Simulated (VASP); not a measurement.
Energy against volume of KI (rock salt). Calculation: vdW-DF2, VASP's PBE PAW potentials (set 64) (plane waves; VASP 6.6.1). Run with 520 eV cut-off, 7×7×7 Γ-centred mesh, Gaussian smearing of 0.050 eV, potentials K_sv I.

| V (Å³/atom) | E (eV/atom) |
|---|---|
| 43.338 | -0.88399 |
| 44.721 | -0.88964 |
| 46.104 | -0.89135 |
| 47.487 | -0.88975 |

Q: Fit these four points and predict the energy of the run at 48.870 Å³/atom.

A: A cubic in V^(−2/3), the third-order Birch-Murnaghan form, passes through the four points with V0 = 46.09 Å³/atom and B0 = 13 GPa, and gives -0.8854 eV/atom there. The run gave -0.8854 eV/atom, -0.0 meV/atom from the fit; all five points give B0 = 13 GPa.

The compound is KI in the rock salt structure. It was relaxed first.
